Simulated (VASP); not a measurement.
A cell of Li (bcc) near equilibrium:

```
Li
1.0
   -1.71324     1.71324     1.71324
    1.71324    -1.71324     1.71324
    1.71324     1.71324    -1.71324
Li
1
Direct
  0.00000   0.00000   0.00000
```

Level of theory: PBEsol GGA, VASP's PBE PAW potentials (set 64) (plane waves; VASP).

| run | ΔE (meV/atom) | σxx | σyy | σzz | largest shear component, with its sign (GPa) | largest force (eV/Å) |
|---|---|---|---|---|---|---|
| as it is | 0.0 | -0.02 | -0.02 | -0.02 | 0.00 | 0.000 |
| after one change | 9.3 | 1.45 | 1.45 | 1.45 | 0.00 | 0.000 |
Stress is in GPa, positive when the cell is compressed.

Task: What was changed between the two runs?
A. biaxial strain of +3.0 % in the xz plane
B. uniaxial strain of -4.0 % along y
C. biaxial strain of +2.0 % in the yz plane
D. isotropic strain of -3.0 %

Result: D, isotropic strain of -3.0 %

The compound is Li in the bcc structure.
